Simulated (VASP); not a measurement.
Given:

```
Pb
1.0
    0.00000     2.61433     2.61433
    2.61433     0.00000     2.61433
    2.61433     2.61433     0.00000
Pb
1
Direct
  0.00000   0.00000   0.00000
```

Calculation: vdW-DF2, VASP's PBE PAW potentials (set 64) (plane waves; VASP). Run with 520 eV cut-off, Gaussian smearing of 0.050 eV, potentials Pb_d.

Give the energies of bands 7 to 9 at the high-symmetry points, in eV from the Fermi level.

```json
[
 {"band": "7", "Γ": "5.85", "X": "-2.66", "U": "-1.84", "L": "-3.39", "W": "-1.08"},
 {"band": "8", "Γ": "5.85", "X": "1.71", "U": "-0.90", "L": "4.43", "W": "-1.08"},
 {"band": "9", "Γ": "5.85", "X": "1.71", "U": "2.44", "L": "4.43", "W": "0.44"}
]
```

It has no gap at this level: it comes out as a metal or semimetal.

The compound is Pb in the fcc structure. It was relaxed first, which changed the volume by +18 %.
